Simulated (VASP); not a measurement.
Output of a VASP run:

OSZICAR:
```
       N       E                     dE             d eps       ncg     rms          rms(c)
DAV:   1     0.360872017861E+03    0.36087E+03   -0.25554E+04  1628   0.124E+03
DAV:   2    -0.866958973811E+01   -0.36954E+03   -0.36016E+03  1911   0.325E+02
DAV:   3    -0.315670334043E+02   -0.22897E+02   -0.22759E+02  1880   0.818E+01
DAV:   4    -0.319918193127E+02   -0.42479E+00   -0.42382E+00  2035   0.109E+01
DAV:   5    -0.319983197506E+02   -0.65004E-02   -0.64994E-02  1935   0.135E+00    0.161E+01
DAV:   6    -0.302058230026E+02    0.17925E+01   -0.43871E+00  2108   0.199E+01    0.124E+01
DAV:   7    -0.301902128577E+02    0.15610E-01   -0.24345E+00  1847   0.746E+00    0.394E+00
DAV:   8    -0.301400439833E+02    0.50169E-01   -0.47327E-01  1904   0.575E+00    0.129E+00
DAV:   9    -0.301404061407E+02   -0.36216E-03   -0.45729E-02  1889   0.223E+00    0.312E-01
DAV:  10    -0.301398100677E+02    0.59607E-03   -0.36934E-03  1958   0.515E-01    0.132E-01
DAV:  11    -0.301399047767E+02   -0.94709E-04   -0.79018E-04  1864   0.177E-01    0.672E-02
DAV:  12    -0.301399423347E+02   -0.37558E-04   -0.11075E-04  1908   0.606E-02    0.385E-02
DAV:  13    -0.301399537312E+02   -0.11396E-04   -0.31609E-05  1837   0.404E-02    0.117E-02
DAV:  14    -0.301399546112E+02   -0.88008E-06   -0.56435E-06  1805   0.188E-02
   1 F= -.30139955E+02 E0= -.30139955E+02  d E =-.301400E+02
```

OUTCAR:
```
------------------------ aborting loop because EDIFF is reached ----------------------------------------
  FORCE on cell =-STRESS in cart. coord.  units (eV):
  Direction    XX          YY          ZZ          XY          YZ          ZX
  --------------------------------------------------------------------------------------
  Total       -0.0870121     -0.0870121     -0.0870121      0.0255641     -0.0255641     -0.0255641
  in kB       -0.7914405     -0.7914405     -0.7914405      0.2325251     -0.2325251     -0.2325251
  external PRESSURE =      -0.7914405 kB  Pullay stress =       0.0000000 kB
  volume of cell :      176.15
      direct lattice vectors                 reciprocal lattice vectors
     0.000000000  2.783129246  2.783129246    -0.178401094  0.180906689  0.178401094
     2.783129246  0.000000000  2.783129246     0.180906689 -0.178401094  0.178401094
    11.291097400 11.291097400 -0.158580416     0.043973875  0.043973875 -0.043973875
 POSITION                                       TOTAL-FORCE (eV/Angst)
 -----------------------------------------------------------------------------------
     11.13756     11.13756     -0.00504        -0.011425     -0.011425      0.011425
      2.80223      2.80223     -0.01910        -0.008823     -0.008823      0.008823
      8.53684      8.53684      5.37881        -0.010037     -0.010037      0.010037
      1.36738      1.36738      1.41575         0.004378      0.004378     -0.004378
      4.31913      4.31913      1.24713         0.006817      0.006817     -0.006817
      7.25739      7.25739      1.09200         0.003854      0.003854     -0.003854
      9.69092      9.69092      1.44159         0.006991      0.006991     -0.006991
      8.44197      8.44197     -0.09258         0.008245      0.008245     -0.008245
 -----------------------------------------------------------------------------------
    total drift:                                0.000099      0.000099     -0.000057
  FREE ENERGIE OF THE ION-ELECTRON SYSTEM (eV)
  ---------------------------------------------------
  free  energy   TOTEN  =       -30.1399546112 eV

  energy  without entropy=      -30.1399546112  energy(sigma->0) =      -30.13995461

 reached required accuracy - stopping structural energy minimisation
```
(Selected blocks of OUTCAR.)

### POSCAR
```
BeCd3S4
1
    0.0000000000     2.7831292459     2.7831292459
    2.7831292459    -0.0000000000     2.7831292459
   11.2910974003    11.2910974003    -0.1585804165
Cd S Be
3 4 1
Direct
  0.0270063289   0.0270063289   0.9797452533
  0.0036143873   0.0036143873   0.2472892095
  0.9809751031   0.9809751031   0.5142686726
  0.2559968663   0.2559968663   0.0580023503
  0.2333111875   0.2333111875   0.3250166094
  0.2129975424   0.2129975424   0.5902518432
  0.2814631235   0.2814631235   0.7889026574
  0.0046354610   0.0046354610   0.7465234043
```

Reconstruct the remaining input files.

This is not unique; one that fits is the input of the run itself, PBEsol GGA, plane waves, VASP's PBE PAW potentials (set 64).

### INCAR
```
ALGO = Normal
EDIFF = 1E-6
EDIFFG = -0.02
ENCUT = 400
GGA = PS
IBRION = 2
ISIF = 3
ISMEAR = 0
LASPH = .TRUE.
LCHARG = .FALSE.
LMAXMIX = 4
LREAL = .FALSE.
LWAVE = .FALSE.
NELM = 100
NSW = 60
PREC = Accurate
SIGMA = 0.05
SYSTEM = BeCd3S4
```

### KPOINTS
```
Automatic mesh
0
Gamma
6 6 2
0 0 0
```

POTCAR, in this order: Cd S Be (PBE.64 set). Program: vasp_std.

The structure was generated: BeCd3S4 was put into an ordered model structure (R3m), which need not be its known phase. It was relaxed first. The start is the result of an earlier pass.
